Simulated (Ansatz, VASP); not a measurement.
# AlIn in two plane-wave programs

Wanted: the spread between two codes on one cell, functional and k mesh. The cell is generated by rule, not measured, and may not be a known phase. The cell is taken from a series of runs on this material, whose earlier steps may have relaxed, scaled, displaced or heated it; both programs get it as it stands.

Calculated with Ansatz 0.2.0; plane waves, with VASP 6.6.1 beside it; relaxation of cell and atoms at PBE.

The structure was built from a prototype and need not be the compound's stable phase.

**1. Set-up**

The structure is cubic, space group Fm-3m (No. 225). The conventional cell has a = 5.811 Å, b = 5.811 Å, c = 5.811 Å, α = 90.00°, β = 90.00°, γ = 90.00°. Al has 6 In at 2.91 Å nearest. Nearest to In lie 6 Al at 2.91 Å. Farther neighbours are not listed.

**2. Ansatz: relaxation of cell and atoms, PBE**

Ansatz runs on its default PAW (the set named soft_2) files.

The relaxed volume is the usual yardstick between codes: in a stiff, nearly cubic crystal its relative difference is about their pressure difference at one cell divided by the bulk modulus.

input.yaml reads:

```yaml
crystal:
  lattice:
    - [0.0, 2.9053759614, 2.9053759614]
    - [2.9053759614, 0.0, 2.9053759614]
    - [2.9053759614, 2.9053759614, 0.0]
  atoms:
    - { symbol: Al, position: [0.5, 0.5, 0.5] }
    - { symbol: In, position: [0.0, 0.0, 0.0] }
kpoints:
  mp_grid: { grid: [12, 12, 12] }
hamiltonian:
  xc: pbe
scf:
  occupations: { method: gaussian, width: 0.1 }
output:
  forces: true
  stress: true
  eigenvalues: true
  write_density: true
  write_potential: true
  elf: true
  volumetric_format: npy
relax:
  adjacent_minimum: "off"
  f_tol: 0.005
  max_steps: 80
  cell: { stress_tol: 0.05 }
```

Command:

```bash
> ansatz run input.yaml --threads 4 --pin off --max-ram 8192MiB --backend cpu --events-out ev --progress --plain --runs-dir out
```

Numbers of over 12 decimals in the logs are rounded to 6 here.

What it wrote:

```text
Engine: ansatz 0.2.0, aarch64-unknown-linux-gnu
Pseudopotentials: kind: paw
Pseudopotential: Al, paw, valence charge 3, recommended cutoff 420 eV (normal), Al.paw.azcp
Pseudopotential: In, paw, valence charge 13, recommended cutoff 420 eV (normal), In.paw.azcp
Functional definition: PBE
  parameter kappa = 0.804
  parameter beta = 0.066725
  exchange = pbe_x(kappa = kappa, mu = beta*pi^2/3)
  correlation = pbe_c(beta = beta)
Crystal: 2 atoms, lattice volume = 49.050 Å³
Basis set: ecut = 420 eV, 941 PW (Γ), exchange–correlation on 60×60×60 points (8 copies of the dense FFT grid, shifted against one another)
Bands: 12, of which v1, the nominal top of the filled ones, is band 8 counted from 1 (7 counted from 0)
Symmetry: 48 space group operations
Space group: Fm-3m (ITA 225), of the structure as read, at distance tolerance 3.7e-5 Å
k-points: 72 of 1728
Non-local potential: Al, projectors of the file, l = 0: 2, l = 1: 2, l = 2: 1
Non-local potential: In, projectors of the file, l = 0: 2, l = 1: 2, l = 2: 2, l = 3: 2
PAW form: soft (Blöchl's): semilocal exchange-correlation on the pseudo side does not see the compensation charge
PAW one-centre angular grid: Al, 110 points (default); XC on 64 Gauss nodes
PAW one-centre angular grid: In, 590 points (default); XC on 64 Gauss nodes
Initial density: superposition of atomic densities (neutral atoms: chi_scale 0, normalization atom), corrected by the library's trained network
Initial wavefunctions: pseudopotential atomic-orbital guess
Functional: x = pbe(κ = 0.804, μ = 0.219515), c = pbe(β = 0.066725)
SCF iter   1: F=—  HF=-6134.771422 eV  |F-HF|=—  |Δ(HF+E_count)|=         —  Δρ=1.39e-3  dr2=1.00e-3  ethr=1.77e-3  ⟨swp⟩=5.7  Hψ=5535  notcnv=0
preconditioner: auto → Kerker (q_TF=auto, 2.264 Å⁻¹)  [metal: Δε(μ)=0.046 eV  Ē_g=14.294 eV  σ=0.100 eV  W_gap=0.25  n_scr=14 (ndim 8)  ℏωp=21.2 eV  f_vac=0.000  D(μ)=0.63/eV (n_scr^D=0)]
SCF iter   2: F=—  HF=-6134.770676 eV  |F-HF|=—  |Δ(HF+E_count)|=   7.46e-4  Δρ=8.59e-4  dr2=5.71e-4  ethr=6.27e-6  ⟨swp⟩=2.1  Hψ=1832  notcnv=0
SCF iter   3: F=—  HF=-6134.770679 eV  |F-HF|=—  |Δ(HF+E_count)|=   2.37e-6  Δρ=4.93e-4  dr2=1.34e-4  ethr=3.57e-6  ⟨swp⟩=2.0  Hψ=1400  notcnv=0
SCF iter   4: F=—  HF=-6134.770686 eV  |F-HF|=—  |Δ(HF+E_count)|=   7.88e-6  Δρ=2.42e-4  dr2=1.90e-5  ethr=8.39e-7  ⟨swp⟩=1.0  Hψ=836  notcnv=0
SCF iter   5: F=—  HF=-6134.770672 eV  |F-HF|=—  |Δ(HF+E_count)|=   1.43e-5  Δρ=3.81e-5  dr2=5.22e-7  ethr=1.19e-7  ⟨swp⟩=2.0  Hψ=1213  notcnv=0
SCF iter   6: F=-6134.770672 eV  HF=-6134.770672 eV  |F-HF|=2.84e-9  |Δ(HF+E_count)|=   3.53e-8  Δρ=3.58e-6  dr2=5.87e-9  ethr=6.25e-10  ⟨swp⟩=10.0  Hψ=6217  notcnv=0
SCF 1 converged in 6 iterations: F = -6134.770672 eV  dr2 = 5.87e-9
  greatest PAW one-centre occupation: 0.981 electrons in one spin orbital (limit 2), on the In atom at site 1 (counted from 0), in its partial waves of l = 2
relax step   1: F+E_penalty+E_count = -6134.77067209 eV  Δ(F+E_penalty+E_count) = +0.000e0 eV  max|allowed force component| = 5.177e-31 eV/Å  Δτ_max = 0.0000 Å  P = -0.253 GPa  Ω = 49.050 Å³  (6 SCF iters, dr2 threshold 1.00e-7 eV, accepted)
[...]
relax step   2: F+E_penalty+E_count = -6134.77098908 eV  Δ(F+E_penalty+E_count) = -3.170e-4 eV  max|allowed force component| = 5.916e-31 eV/Å  Δτ_max = 0.0000 Å  P = +0.032 GPa  Ω = 48.717 Å³  energy of the carried Pulay correction = +8.557e-5 eV  (4 SCF iters, dr2 threshold 1.60e-7 eV, accepted)
[...]
relax step   3: F+E_penalty+E_count = -6134.77090610 eV  Δ(F+E_penalty+E_count) = +8.298e-5 eV  max|allowed force component| = 7.396e-31 eV/Å  Δτ_max = 0.0000 Å  P = +0.031 GPa  Ω = 48.717 Å³  stress off target by 3.09e-2 GPa  SCF on the basis re-selected at this cell (its energy is not comparable with the rows above)  (5 SCF iters)
basis re-selected at this cell: Δ(F+E_penalty+E_count) = +8.298e-5 eV, ΔP = -0.001 GPa vs the last step (what re-selecting the basis moved, of the pressure what is left beyond the Pulay correction that the steps carried, after the strain that the cell walked since its last selection, with what the two solves' SCF thresholds leave and, on support functions, any second-order correction that the steps lacked; it is no m [...]
SCF converged after 5 iterations
Free energy (F): -6134.770906 eV
Harris-Foulkes:  -6134.770906 eV  (|F-HF|=1.82e-12)
Internal energy: -6134.767739 eV  (E = F + TS)
E sigma→0 (E₀):  -6134.769322 eV
Entropy (-TS):   -0.003167 eV (-1.584 meV/atom)
Fermi energy:    7.552634 eV
--- Per-component energies (eV) ---
  E_band       = -44.846668
  E_kinetic    = 262.053647
  E_local      = -1307.652976  (includes V_loc(G=0)·N_el)
  E_nonlocal   = 376.762505
  E_hartree    = 527.393778
  E_xc         = -254.217693
  E_vxc        = -127.045801  (∫ρ·V_xc dr)
  E_paw        = -4620.056556  (= ΣΔE_a)
  E_vpaw       = -303.751622  (= ΣTr[D̂ρ^β])
  E_aug_tail   = 0.000024  (compensation charges beyond the density's cutoff)
  E_ewald      = -1119.050468
  E_smearing   = -0.003167  (= −TS)
  E_closure    = 0.000000  (closes the sum)
  Σ components = -6134.770906   (vs F -6134.770906, Δ=0.00e0)
--- Forces (eV/Å), atoms counted from 1 ---
  atom   1  Al     0.00000000    -0.00000000    -0.00000000
  atom   2  In    -0.00000000    -0.00000000    -0.00000000
  max |Σ_I F_I| component: 6.16e-31 eV/Å
--- Stress (GPa, compression-positive) ---
        0.030912       0.000000       0.000000
        0.000000       0.030912       0.000000
        0.000000       0.000000       0.030912
  P = ⅓ Tr σ = 0.0309 GPa (0.309 kbar)
--- Band table (eV; the first three rows and the last of 72) ---
  k-point 0: bands = [... 4 lower, -6.8007, -1.6925, 9.8866, 9.8866, 9.8866, 12.0870, 14.0038, 14.0038]
  k-point 1: bands = [... 4 lower, -6.7979, -1.5978, 8.9856, 9.8587, 9.8587, 12.5387, 13.9448, 14.1606]
  k-point 2: bands = [... 4 lower, -6.7893, -1.3134, 7.4257, 9.8073, 9.8073, 12.5297, 13.5814, 13.5814]
  k-point 71: bands = [... 4 lower, -6.7235, 3.0185, 3.7233, 4.9692, 4.9692, 12.2820, 12.4654, 14.5797]
--- Relaxed structure (2 steps of the walk, 2 accepted, 1 SCFs on fresh bases) ---
  F+E_penalty+E_count = -6134.77090610 eV   max|allowed force component| = 7.396e-31 eV/Å   (the final SCF, on the basis selected at the relaxed cell)
  cell:  # Å, volume = 48.7172 Å³
    - [0.0, 2.898794, 2.898794]
    - [2.898794, 0, 2.898794]
    - [2.898794, 2.898794, 0]
  atoms:
    - { symbol: Al, position: [0.5, 0.5, 0.5] }
    - { symbol: In, position: [0, 0, 0] }
```

The column dr2 measures how far the density is from self-consistency, as an energy; F and HF (Harris–Foulkes) agree once it is small.

**3. VASP: relaxation of cell and atoms, PBE**

The same cell, functional, mesh and smearing now go to VASP, with its own data sets.

Lines of VASP's logs that name or quote its potential files are left out, and so is its time.

INCAR reads:

```
SYSTEM = AlIn
PREC = Accurate
ENCUT = 500
EDIFF = 1E-07
NELM = 120
ISMEAR = 0
SIGMA = 0.1
LREAL = .FALSE.
ALGO = Normal
GGA = PE
NBANDS = 14
LORBIT = 11
LWAVE = .FALSE.
LCHARG = .FALSE.
ISIF = 3
IBRION = 2
NSW = 80
EDIFFG = -0.005
LASPH = .TRUE.
GGA_COMPAT = .FALSE.
NELMIN = 4
```

POSCAR reads:

```
AlIn
1.0
    0.0000000000      2.9053760000      2.9053760000
    2.9053760000      0.0000000000      2.9053760000
    2.9053760000      2.9053760000      0.0000000000
Al In
1 1
Direct
    0.5000000000      0.5000000000      0.5000000000
    0.0000000000      0.0000000000      0.0000000000
```

KPOINTS reads:

```
Automatic mesh
0
Gamma
12 12 12
0 0 0
```

PAW data sets: Al and In_d (PBE family, release 64).

Command:

```bash
> mpirun -np 1 vasp_std
```

What it wrote:

```text
[banner, memory and clock lines left out]
running    1 mpi-ranks, on    1 nodes
 distrk:  each k-point on    1 cores,    1 groups
 distr:  one band on    1 cores,    1 groups

 POSCAR found type information on POSCAR AlIn
 POSCAR found :  2 types and       2 ions
 LDA part: xc-table for (Slater+PW92), standard interpolation
 POSCAR, INCAR and KPOINTS ok, starting setup
 FFT: planning ... GRIDC
 FFT: planning ... GRID_SOFT
 FFT: planning ... GRID
 WAVECAR not read
 entering main loop
       N       E                     dE             d eps       ncg     rms          rms(c)
DAV:   1     0.874070418543E+02    0.87407E+02   -0.70318E+03  2022   0.120E+03
DAV:   2    -0.120837557397E+01   -0.88615E+02   -0.85016E+02  2154   0.281E+02
DAV:   3    -0.565340319337E+01   -0.44450E+01   -0.44186E+01  2562   0.637E+01
DAV:   4    -0.577563818682E+01   -0.12223E+00   -0.12220E+00  2732   0.105E+01
DAV:   5    -0.577982264402E+01   -0.41845E-02   -0.41844E-02  2838   0.160E+00    0.308E+00
DAV:   6    -0.573732925311E+01    0.42493E-01   -0.84479E-02  2628   0.531E+00    0.152E+00
DAV:   7    -0.573059915141E+01    0.67301E-02   -0.22495E-02  2670   0.237E+00    0.328E-01
DAV:   8    -0.573007546383E+01    0.52369E-03   -0.16677E-03  2586   0.566E-01    0.109E-01
DAV:   9    -0.573009498006E+01   -0.19516E-04   -0.10883E-04  2534   0.970E-02    0.440E-02
DAV:  10    -0.573009853169E+01   -0.35516E-05   -0.79098E-06  2584   0.246E-02    0.578E-03
DAV:  11    -0.573009852542E+01    0.62694E-08   -0.56461E-07  2748   0.783E-03
   1 F= -.57300985E+01 E0= -.57285316E+01  d E =-.573010E+01
 curvature:   0.00 expect dE= 0.000E+00 dE for cont linesearch  0.000E+00
 trial: gam= 0.00000 g(F)=  0.239E-61 g(S)=  0.555E-03 ort = 0.000E+00 (trialstep = 0.100E+01)
 search vector abs. value=  0.555E-03
 bond charge predicted
       N       E                     dE             d eps       ncg     rms          rms(c)
DAV:   1    -0.573687656243E+01   -0.67780E-02   -0.15098E-01  2694   0.698E+00    0.499E-01
DAV:   2    -0.573117318486E+01    0.57034E-02   -0.11960E-02  2718   0.213E+00    0.176E-01
DAV:   3    -0.573043002840E+01    0.74316E-03   -0.21814E-03  2778   0.854E-01    0.102E-01
DAV:   4    -0.573041444838E+01    0.15580E-04   -0.52389E-05  2148   0.630E-02    0.776E-02
DAV:   5    -0.573039932833E+01    0.15120E-04   -0.20331E-05  2262   0.261E-02    0.296E-02
DAV:   6    -0.573040123492E+01   -0.19066E-05   -0.36604E-06  2644   0.125E-02    0.616E-03
DAV:   7    -0.573040193796E+01   -0.70304E-06   -0.19942E-07  2324   0.487E-03    0.167E-03
DAV:   8    -0.573040203339E+01   -0.95422E-07   -0.11355E-08  1200   0.151E-03
   2 F= -.57304020E+01 E0= -.57288172E+01  d E =-.303508E-03
 trial-energy change:   -0.000304  1 .order   -0.000299   -0.000555   -0.000043
 step:   1.0788(harm=  1.0834)  dis= 0.00000  next Energy=    -5.730404 (dE=-0.305E-03)
 reached required accuracy - stopping structural energy minimisation
```

Parts of OUTCAR (step 3):

```text
ion  position               nearest neighbor table
   1  0.500  0.500  0.500-   2 2.91   2 2.91   2 2.91   2 2.91   2 2.91   2 2.91
   2  0.000  0.000  0.000-   1 2.91   1 2.91   1 2.91   1 2.91   1 2.91   1 2.91

  LATTYP: Found a face centered cubic cell.
 ALAT       =     5.8107520000

 Subroutine GETGRP returns: Found 48 space group operations
 (whereof 48 operations were pure point group operations)

The static configuration has the point symmetry O_h .

 Found     72 irreducible k-points:

   k-points           NKPTS =     72   k-points in BZ     NKDIM =     72   number of bands    NBANDS=     14

   dimension x,y,z NGX =    30 NGY =   30 NGZ =   30
   dimension x,y,z NGXF=    60 NGYF=   60 NGZF=   60

   ENCUT  =  500.0 eV  36.75 Ry    6.06 a.u.   7.49  7.49  7.49*2*pi/ulx,y,z

   NELECT =      16.0000    total number of electrons

 k-points in reciprocal lattice and weights: Automatic mesh
   0.00000000  0.00000000  0.00000000       0.001
   0.08333333  0.00000000  0.00000000       0.005
   0.16666667  0.00000000  0.00000000       0.005
   0.25000000  0.00000000  0.00000000       0.005
   0.33333333  0.00000000  0.00000000       0.005
   0.41666667  0.00000000  0.00000000       0.005
   0.50000000  0.00000000  0.00000000       0.002
   0.08333333  0.08333333  0.00000000       0.003
   0.16666667  0.08333333  0.00000000       0.014
[...]
-0.33333333  0.50000000  0.16666667       0.007
  -0.25000000  0.50000000  0.25000000       0.003

 average (electrostatic) potential at core
       1 -74.6702       2 -95.0561

 E-fermi :   6.1052

 k-point     1 :       0.0000    0.0000    0.0000
  band No.  band energies     occupation
    ...
      2      -8.2916      2.00000
      3      -8.2478      2.00000
      4      -8.2478      2.00000
      5      -8.2478      2.00000
      6      -3.1386      2.00000
      7       8.4369      0.00000
      8       8.4369      0.00000
      9       8.4369      0.00000
     10      10.6314      0.00000
     11      12.5698      0.00000
    ...

 k-point     2 :       0.0833    0.0000    0.0000
  band No.  band energies     occupation
    ...
      2      -8.2925      2.00000
      3      -8.2476      2.00000
      4      -8.2450      2.00000
      5      -8.2450      2.00000
      6      -3.0440      2.00000
      7       7.5360      0.00000
      8       8.4093      0.00000
      9       8.4093      0.00000
     10      11.0853      0.00000
     11      12.5051      0.00000
    ...

 k-point     3 :       0.1667    0.0000    0.0000
  band No.  band energies     occupation
    ...
      3      -8.2471      2.00000
      4      -8.2364      2.00000
      5      -8.2364      2.00000
      6      -2.7596      2.00000
      7       5.9768      1.93062
      8       8.3587      0.00000
      9       8.3587      0.00000
     10      11.0820      0.00000
     11      12.1385      0.00000
     12      12.1385      0.00000
    ...

  Total       -0.0067387     -0.0067387     -0.0067387     -0.0000000     -0.0000000     -0.0000000
  in kB       -0.2215156     -0.2215156     -0.2215156     -0.0000000     -0.0000000     -0.0000000
  external PRESSURE =      -0.2215156 kB  Pullay stress =       0.0000000 kB

  energy-cutoff  :      500.00
  volume of cell :       48.74
      direct lattice vectors                 reciprocal lattice vectors
     0.000000000  2.899238165  2.899238165    -0.172459098  0.172459098  0.172459098
     2.899238165 -0.000000000  2.899238165     0.172459098 -0.172459098  0.172459098
     2.899238165  2.899238165 -0.000000000     0.172459098  0.172459098 -0.172459098

 POSITION                                       TOTAL-FORCE (eV/Angst)
 -----------------------------------------------------------------------------------
      2.89924      2.89924      2.89924         0.000000     -0.000000      0.000000
      2.89924      5.79848      2.89924         0.000000      0.000000     -0.000000
 -----------------------------------------------------------------------------------
    total drift:                               -0.000000     -0.000000      0.000000

  FREE ENERGIE OF THE ION-ELECTRON SYSTEM (eV)
  ---------------------------------------------------
  free  energy   TOTEN  =        -5.7304020334 eV

  energy  without entropy=       -5.7272324042  energy(sigma->0) =       -5.72881722

 reached required accuracy - stopping structural energy minimisation

 total charge
# of ion       s       p       d       tot
------------------------------------------
    1        0.483   0.280   0.000   0.763
    2        0.954   0.635   9.840  11.429
--------------------------------------------------
tot          1.437   0.915   9.840  12.192

[... 3 further parts left out ...]
```

The run keeps the 48 symmetry operations of its start, so it cannot find a distortion of lower symmetry.

**4. Differences**

Known differences besides the potentials themselves: the cutoff is 420 eV in Ansatz and 500 eV in VASP; Ansatz adds a Pulay correction to the stress that steers its cell, VASP none. Total energies have different zeros and are not compared.

Both answers:

| quantity | Ansatz | VASP | difference |
| --- | --- | --- | --- |
| volume (Å³) | 48.72 | 48.74 | -0.05 % |
| edge a after relaxation, in the typed setting (Å) | 4.099 | 4.100 | -0.01 % |

**5. Summary of results**

```json
{"difference in volume (relaxation of cell and atoms, PBE)": "-0.046 %"}
```

What this shows: The difference in volume is -0.046 % (relaxation of cell and atoms, PBE), within the 1.2 % picked in this series as the mark of a large difference, as far as the stopping tolerances let one tell. 2 further runs of this series are not shown here. Such differences can come from data sets, numerical settings and the points named under the comparisons, not from the functional's error against experiment.

[Lines on the potential files, build, host, timing and source positions are cut from VASP's logs without a mark.]

[Logs are printed without paths, hosts, clocks, repeated set-up lines and the standing remarks that a program may print on its own settings, such as how far it seeks lower states.]

[Hosts, paths, dates, database ids (printed as entryN), source tags and the programs' standing remarks are cut or masked in the printed files.]
